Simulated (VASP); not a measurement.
The system is PtSe2.

```xyz
3
Lattice="3.7240 0.0000 0.0000 -1.8620 3.2251 0.0000 0.0000 0.0000 5.0620" Properties=species:S:1:pos:R:3 pbc="T T T"
Pt    0.0000    0.0000    0.0000
Se    0.0000    2.1501    1.2655
Se    1.8620    1.0750    3.7965
```

* Program: VASP 6.6.1
* Task: relaxation of the atoms
* Functional: rev-vdW-DF2
* Potentials or basis: VASP PAW PBE potentials, release 64 (Pt, Se)
* Cutoff: 520 eV
* k mesh: 10 × 10 × 8
* Occupations: gaussian, width 0.05 eV
* Spin: no spin polarisation

At the start: pressure 6.0 GPa; volume 20.27 Å³/atom.

**Question.** Where does the relaxation end?

**Answer.** Over 3 steps the energy falls by 14.2 meV/atom; space group P-3m1 (No. 164, to 0.05 Å).

The path:
```
step  energy change (eV)  largest force (eV/Å)  pressure (GPa)
   1              0.0000                0.7204            5.95
   2             -0.0353                0.2963            3.72
   3             -0.0425                0.0016            2.31
```

Final structure:
```
Pt Se
1.0
     3.72400    0.00000    0.00000
    -1.86200    3.22508    0.00000
     0.00000    0.00000    5.06200
Pt Se
1 2
Cartesian
  0.0000 0.0000 0.0000
  0.0000 2.1501 1.3245
  1.8620 1.0750 3.7375
```

Caveat: the PAW data sets were made with another functional, which shifts forces and pressure a little.
